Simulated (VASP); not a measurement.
Method: LDA (Ceperley-Alder, Perdew-Zunger), VASP's LDA PAW potentials (set 64) (plane waves; VASP).

A VASP calculation is set up with these files.

**KPOINTS**
```
Automatic
0
gamma
 15 15 15
0 0 0
```

File POSCAR:
```
Au
1
    0.0000000000     2.0260051963     2.0260051963
    2.0260051963     0.0000000000     2.0260051963
    2.0260051963     2.0260051963     0.0000000000
Au
1
Direct
  0.0000000000   0.0000000000   0.0000000000
```

### INCAR
```
# general
SYSTEM   =  Au
PREC     =  Accurate
ENCUT    =  500   # plane-wave cut-off (eV)
LREAL    =  .FALSE.   # projection in real space or not
LASPH    =  .TRUE.

# electronic loop
EDIFF    =  1E-6   # SCF stop (eV)
NELM     =  100   # most electronic steps
ALGO     =  Normal   # blocked Davidson
LMAXMIX  =  6

# smearing
ISMEAR   =  1   # Methfessel-Paxton
SIGMA    =  0.1

# ions
IBRION   =  2
NSW      =  40
ISIF     =  3   # ions, shape and volume
EDIFFG   =  -0.02   # ionic stop

# output
LWAVE    =  .FALSE.
LCHARG   =  .FALSE.
```

POTCAR, in this order: Au (LDA.64 set). Program: vasp_std.

The run wrote:

OSZICAR:
```
       N       E                     dE             d eps       ncg     rms          rms(c)
DAV:   1     0.411935409870E+02    0.41194E+02   -0.57897E+03  2360   0.106E+03
DAV:   2    -0.441575664574E+01   -0.45609E+02   -0.42772E+02  2256   0.198E+02
DAV:   3    -0.477599903048E+01   -0.36024E+00   -0.35928E+00  2626   0.188E+01
DAV:   4    -0.477690618204E+01   -0.90715E-03   -0.90714E-03  2414   0.934E-01
DAV:   5    -0.477691167128E+01   -0.54892E-05   -0.54896E-05  2483   0.692E-02    0.104E+01
DAV:   6    -0.447265111578E+01    0.30426E+00   -0.98484E-01  2197   0.961E+00    0.636E+00
DAV:   7    -0.444841693127E+01    0.24234E-01   -0.83381E-02  2317   0.269E+00    0.293E+00
DAV:   8    -0.444490814320E+01    0.35088E-02   -0.24652E-03  2258   0.621E-01    0.268E-01
DAV:   9    -0.444490190618E+01    0.62370E-05   -0.14189E-05  2391   0.465E-02    0.715E-03
DAV:  10    -0.444490317913E+01   -0.12729E-05   -0.88905E-07  1999   0.909E-03    0.970E-04
DAV:  11    -0.444490318326E+01   -0.41333E-08   -0.34931E-08  1131   0.205E-03
   1 F= -.44449032E+01 E0= -.44447898E+01  d E =-.444490E+01
       N       E                     dE             d eps       ncg     rms          rms(c)
DAV:   1    -0.444771341351E+01   -0.28102E-02   -0.59689E-02  2199   0.277E+00    0.321E-01
DAV:   2    -0.444495114478E+01    0.27623E-02   -0.93299E-03  2182   0.950E-01    0.135E-01
DAV:   3    -0.444483397398E+01    0.11717E-03   -0.53380E-04  2237   0.216E-01    0.955E-02
DAV:   4    -0.444483303930E+01    0.93468E-06   -0.21205E-05  2281   0.388E-02    0.327E-03
DAV:   5    -0.444483301601E+01    0.23291E-07   -0.40318E-07  1401   0.680E-03
   2 F= -.44448330E+01 E0= -.44447290E+01  d E =0.701672E-04
       N       E                     dE             d eps       ncg     rms          rms(c)
DAV:   1    -0.444614713649E+01   -0.13141E-02   -0.25190E-02  2195   0.180E+00    0.209E-01
DAV:   2    -0.444497995387E+01    0.11672E-02   -0.39481E-03  2179   0.618E-01    0.906E-02
DAV:   3    -0.444493153277E+01    0.48421E-04   -0.21843E-04  2215   0.138E-01    0.642E-02
DAV:   4    -0.444493103556E+01    0.49721E-06   -0.84303E-06  2288   0.242E-02
   3 F= -.44449310E+01 E0= -.44448208E+01  d E =-.278523E-04
```

File OUTCAR:
```
------------------------ aborting loop because EDIFF is reached ----------------------------------------
  FORCE on cell =-STRESS in cart. coord.  units (eV):
  Direction    XX          YY          ZZ          XY          YZ          ZX
  --------------------------------------------------------------------------------------
  Total        0.0046033      0.0046033      0.0046033      0.0000000     -0.0000000      0.0000000
  in kB        0.4441799      0.4441799      0.4441799      0.0000000     -0.0000000      0.0000000
  external PRESSURE =       0.4441799 kB  Pullay stress =       0.0000000 kB
  volume of cell :       16.60
      direct lattice vectors                 reciprocal lattice vectors
     0.000000000  2.024865728  2.024865728    -0.246929953  0.246929953  0.246929953
     2.024865728  0.000000000  2.024865728     0.246929953 -0.246929953  0.246929953
     2.024865728  2.024865728 -0.000000000     0.246929953  0.246929953 -0.246929953
 POSITION                                       TOTAL-FORCE (eV/Angst)
 -----------------------------------------------------------------------------------
      0.00000      0.00000      0.00000        -0.000000      0.000000     -0.000000
 -----------------------------------------------------------------------------------
    total drift:                               -0.000000      0.000000     -0.000000
  FREE ENERGIE OF THE ION-ELECTRON SYSTEM (eV)
  ---------------------------------------------------
  free  energy   TOTEN  =        -4.4449310356 eV

  energy  without entropy=       -4.4446003196  energy(sigma->0) =       -4.44482080

 reached required accuracy - stopping structural energy minimisation
```
(Selected blocks of OUTCAR.)

CONTCAR:
```
Au
   1.00000000000000
     0.0000000000000000    2.0248657278136490    2.0248657278136490
     2.0248657278136490    0.0000000000000000    2.0248657278136490
     2.0248657278136490    2.0248657278136490   -0.0000000000000000
  Au
     1
Direct
     0.0000000000000000    0.0000000000000000    0.0000000000000000
```

File OUTCAR:
```
 val. band max:        9.9061723764   @ k =   0.4667   0.4000   0.0000

 cond. band min:       9.9220250079   @ k =   0.4667   0.3333   0.0000


 Fermi energy:         9.9148142595

 k-point     1 :       0.0000    0.0000    0.0000
  band No.  band energies     occupation
      1      -0.4612      2.00000
      2       4.8739      2.00000
      3       4.8739      2.00000
      4       4.8739      2.00000
      5       6.4832      2.00000
      6       6.4832      2.00000
      7      24.1799      0.00000
      8      28.2829      0.00000
      9      28.2829      0.00000

 k-point     2 :       0.0667    0.0000    0.0000
  band No.  band energies     occupation
      1      -0.3024      2.00000
      2       4.8202      2.00000
      3       4.9297      2.00000
      4       4.9297      2.00000
      5       6.4574      2.00000
      6       6.4574      2.00000
      7      24.3761      0.00000
      8      27.3246      0.00000
      9      28.4815      0.00000

 k-point     3 :       0.1333    0.0000    0.0000
  band No.  band energies     occupation
      1       0.1547      2.00000
      2       4.6958      2.00000
      3       5.0645      2.00000
      4       5.0645      2.00000
      5       6.4171      2.00000
      6       6.4171      2.00000
      7      24.7102      0.00000
      8      25.5422      0.00000
      9      29.0306      0.00000

 k-point     4 :       0.2000    0.0000    0.0000
  band No.  band energies     occupation
      1       0.8336      2.00000
      2       4.6172      2.00000
      3       5.1732      2.00000
      4       5.1732      2.00000
      5       6.4751      2.00000
      6       6.4751      2.00000
      7      22.9261      0.00000
      8      25.4315      0.00000
      9      29.7253      0.00000

 k-point     5 :       0.2667    0.0000    0.0000
  band No.  band energies     occupation
      1       1.5399      2.00000
      2       4.8179      2.00000
      3       5.1510      2.00000
...
```

Unless said otherwise, spin-orbit coupling is left out, though it shifts the bands of the heavy elements here.

The compound is Au in the fcc structure. This run relaxes it. Symmetry was kept, so distortions that lower it aren't found.
